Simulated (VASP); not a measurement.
An input for Quantum ESPRESSO's pw.x (written as the equivalent of a VASP run, and not itself run):

```
&CONTROL
  calculation = 'scf'
  pseudo_dir = './pseudo'
  outdir = './out'
  tprnfor = .true.
  tstress = .true.
/
&SYSTEM
  ibrav = 0
  nat = 2
  ntyp = 2
  ecutwfc = 84
  occupations = 'smearing'
  smearing = 'fermi-dirac'
  degauss = 0.003675
  input_dft = 'pbesol'
/
&ELECTRONS
  conv_thr = 7.3e-08
  electron_maxstep = 100
/
ATOMIC_SPECIES
  V 50.941 V.upf
  N 14.007 N.upf
CELL_PARAMETERS angstrom
     2.7339000    0.0000000    0.0000000
    -1.3669500    2.3676270    0.0000000
     0.0000000    0.0000000    2.6413500
ATOMIC_POSITIONS crystal
  V    0.6666670  0.3333330  0.0000000
  N    0.3333330  0.6666670  0.5000000
K_POINTS automatic
  18 18 16 0 0 0
```

Problem. Translate this input to VASP (INCAR, KPOINTS, POSCAR, choice of POTCAR).

Solution. This is not unique; one that fits is 
### INCAR
```
! general
SYSTEM   =  VN
PREC     =  Accurate
ENCUT    =  400
LREAL    =  .False.
LASPH    =  .True.

! electronic loop
EDIFF    =  1E-6
NELM     =  100
ALGO     =  Normal
LMAXMIX  =  4

! smearing
ISMEAR   =  -1
SIGMA    =  0.05

! functional
GGA      =  PS

! ions
ISIF     =  2

! output
LWAVE    =  .False.
LCHARG   =  .False.
```

### KPOINTS
```
kpoints
0
gamma
 18 18 16
0 0 0
```

POSCAR:
```
VN
2.73390
  1.0000000000   0.0000000000   0.0000000000
 -0.5000000000   0.8660254581   0.0000000000
  0.0000000000   0.0000000000   0.9661472622
V N
1 1
Direct
  0.6666670000   0.3333330000   0.0000000000
  0.3333330000   0.6666670000   0.5000000000
```

POTCAR, in this order: V_sv N (PBE.64 set). Program: vasp_std.

The two are equivalent in intent, not identical: the potentials are each code's own (VASP's PAW set, PseudoDojo norm-conserving files in pw.x), so ENCUT and ecutwfc are chosen apart and not converted; conv_thr bounds pw.x's estimated SCF error, while EDIFF bounds the energy change between steps.

The structure comes from a computed database's VN entry; how it stands against other phases isn't given here. The cell was not relaxed at this level.
